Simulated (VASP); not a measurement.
Output of a VASP run:

OUTCAR:
```
 ion  position               nearest neighbor table
   1  0.000  0.000  0.000-   2 2.44   3 2.44   4 2.44   2 2.44   3 2.44   2 2.44   4 2.44   2 2.44
                             3 2.44   4 2.44   3 2.44   4 2.44
   2  0.000  0.500  0.500-   1 2.44   3 2.44   4 2.44   1 2.44   4 2.44   1 2.44   3 2.44   1 2.44
                             3 2.44   4 2.44   4 2.44   3 2.44
   3  0.500  0.000  0.500-   1 2.44   2 2.44   4 2.44   1 2.44   4 2.44   2 2.44   4 2.44   4 2.44
                             1 2.44   2 2.44   1 2.44   2 2.44
   4  0.500  0.500  0.000-   1 2.44   2 2.44   3 2.44   2 2.44   3 2.44   1 2.44   3 2.44   3 2.44
                             1 2.44   2 2.44   2 2.44   1 2.44
  LATTYP: Found a simple cubic cell.
 ALAT       =     3.4516174657
 Subroutine PRICEL returns:
 Original cell was already a primitive cell.
 Subroutine GETGRP returns: Found 48 space group operations
The static configuration has the point symmetry O_h .
The dynamic configuration has the point symmetry O_h .
 Subroutine INISYM returns: Found 48 space group operations
 Subroutine IBZKPT returns following result:
 Found     35 irreducible k-points:

 Following reciprocal coordinates:
            Coordinates               Weight
  0.000000  0.000000  0.000000      1.000000
  0.111111  0.000000  0.000000      6.000000
  0.222222  0.000000  0.000000      6.000000
  0.333333  0.000000  0.000000      6.000000
  0.444444  0.000000  0.000000      6.000000
  0.111111  0.111111  0.000000     12.000000
  0.222222  0.111111  0.000000     24.000000
  0.333333  0.111111  0.000000     24.000000
  0.444444  0.111111  0.000000     24.000000
  0.222222  0.222222  0.000000     12.000000
  0.333333  0.222222  0.000000     24.000000
  0.444444  0.222222  0.000000     24.000000
  0.333333  0.333333  0.000000     12.000000
  0.444444  0.333333  0.000000     24.000000
  0.444444  0.444444  0.000000     12.000000
  0.111111  0.111111  0.111111      8.000000
  0.222222  0.111111  0.111111     24.000000
  0.333333  0.111111  0.111111     24.000000
  0.444444  0.111111  0.111111     24.000000
  0.222222  0.222222  0.111111     24.000000
  0.333333  0.222222  0.111111     48.000000
  0.444444  0.222222  0.111111     48.000000
  0.333333  0.333333  0.111111     24.000000
  0.444444  0.333333  0.111111     48.000000
  0.444444  0.444444  0.111111     24.000000
  0.222222  0.222222  0.222222      8.000000
  0.333333  0.222222  0.222222     24.000000
  0.444444  0.222222  0.222222     24.000000
  0.333333  0.333333  0.222222     24.000000
  0.444444  0.333333  0.222222     48.000000
  0.444444  0.444444  0.222222     24.000000
  0.333333  0.333333  0.333333      8.000000
  0.444444  0.333333  0.333333     24.000000
  0.444444  0.444444  0.333333     24.000000
  0.444444  0.444444  0.444444      8.000000
   k-points           NKPTS =     35   k-points in BZ     NKDIM =     35   number of bands    NBANDS=     21
   number of dos      NEDOS =    301   number of ions     NIONS =      4
   total plane-waves  NPLWV =  21952
   dimension x,y,z NGX =    28 NGY =   28 NGZ =   28
   dimension x,y,z NGXF=    56 NGYF=   56 NGZF=   56
   ions per type =               1   3
   PREC   = accura    normal or accurate (medium, high low for compatibility)
   ISTART =      0    job   : 0-new  1-cont  2-samecut
   ICHARG =      2    charge: 1-file 2-atom 10-const
   ISPIN  =      1    spin polarized calculation?
   LNONCOLLINEAR =      F non collinear calculations
   LSORBIT =      F    spin-orbit coupling
   INIWAV =      1    electr: 0-lowe 1-rand  2-diag
   ENCUT  =  520.0 eV  38.22 Ry    6.18 a.u.   6.42  6.42  6.42*2*pi/ulx,y,z
   NELM   =    100;   NELMIN=  2; NELMDL= -5     # of ELM steps
   EDIFF  = 0.1E-06   stopping-criterion for ELM
   LREAL  =      F    real-space projection
   NLSPLINE    = F    spline interpolate recip. space projectors
   LMAXMIX     =    4 max onsite mixed and CHGCAR
   VOSKOWN=      0    Vosko Wilk Nusair interpolation
   EDIFFG = 0.1E-05   stopping-criterion for IOM
   NSW    =      0    number of steps for IOM
   NBLOCK =      1;   KBLOCK =      1    inner block; outer block
...
```

OSZICAR:
```
       N       E                     dE             d eps       ncg     rms          rms(c)
DAV:   1     0.211123267779E+03    0.21112E+03   -0.15879E+04  1470   0.218E+03
DAV:   2    -0.736518561296E+01   -0.21849E+03   -0.21084E+03  1470   0.376E+02
DAV:   3    -0.181863096569E+02   -0.10821E+02   -0.10500E+02  1613   0.113E+02
DAV:   4    -0.184313738309E+02   -0.24506E+00   -0.24217E+00  1758   0.147E+01
DAV:   5    -0.184400609316E+02   -0.86871E-02   -0.86495E-02  1754   0.255E+00    0.203E+01
DAV:   6    -0.179179229516E+02    0.52214E+00   -0.51217E+01  1689   0.119E+02    0.156E+01
DAV:   7    -0.148950790781E+02    0.30228E+01   -0.14900E+01  1651   0.653E+01    0.446E+00
DAV:   8    -0.148344034584E+02    0.60676E-01   -0.61350E-01  1604   0.662E+00    0.145E+00
DAV:   9    -0.148177449021E+02    0.16659E-01   -0.31366E-02  2008   0.257E+00    0.524E-01
DAV:  10    -0.148156178424E+02    0.21271E-02   -0.34407E-03  1972   0.474E-01    0.200E-01
DAV:  11    -0.148153537413E+02    0.26410E-03   -0.61580E-04  2248   0.305E-01    0.571E-02
DAV:  12    -0.148153389098E+02    0.14832E-04   -0.96301E-05  1661   0.123E-01    0.145E-02
DAV:  13    -0.148153382497E+02    0.66002E-06   -0.74755E-06  1709   0.194E-02    0.800E-03
DAV:  14    -0.148153378307E+02    0.41902E-06   -0.45263E-07  1572   0.725E-03    0.303E-03
DAV:  15    -0.148153377809E+02    0.49839E-07   -0.15192E-07   950   0.580E-03
   1 F= -.14815338E+02 E0= -.14815457E+02  d E =0.358526E-03
```

File OUTCAR:
```
------------------------ aborting loop because EDIFF is reached ----------------------------------------
  FORCE on cell =-STRESS in cart. coord.  units (eV):
  Direction    XX          YY          ZZ          XY          YZ          ZX
  --------------------------------------------------------------------------------------
  Total        1.8600752      1.8600752      1.8600752     -0.0000000     -0.0000000     -0.0000000
  in kB       72.4724792     72.4724792     72.4724792     -0.0000000     -0.0000000     -0.0000000
  external PRESSURE =      72.4724792 kB  Pullay stress =       0.0000000 kB
  volume of cell :       41.12
      direct lattice vectors                 reciprocal lattice vectors
     3.451617466  0.000000000  0.000000000     0.289719243  0.000000000  0.000000000
     0.000000000  3.451617466  0.000000000     0.000000000  0.289719243  0.000000000
     0.000000000  0.000000000  3.451617466     0.000000000  0.000000000  0.289719243
 POSITION                                       TOTAL-FORCE (eV/Angst)
 -----------------------------------------------------------------------------------
      0.00000      0.00000      0.00000         0.000000      0.000000      0.000000
      0.00000      1.72581      1.72581         0.000000      0.000000      0.000000
      1.72581      0.00000      1.72581         0.000000      0.000000      0.000000
      1.72581      1.72581      0.00000         0.000000      0.000000      0.000000
 -----------------------------------------------------------------------------------
    total drift:                                0.000000      0.000000      0.000000
  FREE ENERGIE OF THE ION-ELECTRON SYSTEM (eV)
  ---------------------------------------------------
  free  energy   TOTEN  =       -14.8153377809 eV

  energy  without entropy=      -14.8156963068  energy(sigma->0) =      -14.81545729
```
(Selected blocks of OUTCAR.)

File POSCAR:
```
Ni3Si
1
    3.4516174657     0.0000000000     0.0000000000
    0.0000000000     3.4516174657     0.0000000000
    0.0000000000     0.0000000000     3.4516174657
Si Ni
1 3
Direct
  0.0000000000   0.0000000000   0.0000000000
  0.0000000000   0.5000000000   0.5000000000
  0.5000000000   0.0000000000   0.5000000000
  0.5000000000   0.5000000000   0.0000000000
```

**Question.** Write an INCAR and KPOINTS that could have produced this output.

**Answer.** Several could match; the one computed here: the input of the run itself, optB86b-vdW, plane waves, VASP's PBE PAW potentials (set 64).

KPOINTS:
```
Automatic mesh
0
Gamma
9 9 9
0 0 0
```

INCAR:
```
ISMEAR = 1   # Methfessel-Paxton
LMAXMIX = 4
SIGMA = 0.1   # width (eV)
PARAM1 = 0.1234
ALGO = Normal
LASPH = .True.   # aspherical one-centre terms
EDIFF = 1E-7   # SCF stop (eV)
LUSE_VDW = .True.
ENCUT = 520
AGGAC = 0.0
LREAL = .False.   # projection in real space or not
LCHARG = .False.
SYSTEM = Ni3Si
ISIF = 2
PREC = Accurate
GGA = MK
PARAM2 = 1.0
NELM = 100   # most electronic steps
LWAVE = .False.
```

POTCAR, in this order: Si Ni (PBE.64 set). Program: vasp_std.

The compound is Ni3Si in the L1_2 structure. This cell is one point of a volume scan, at 0.97 of the reference volume. The run is not spin-polarised, so no magnetic state was tried.
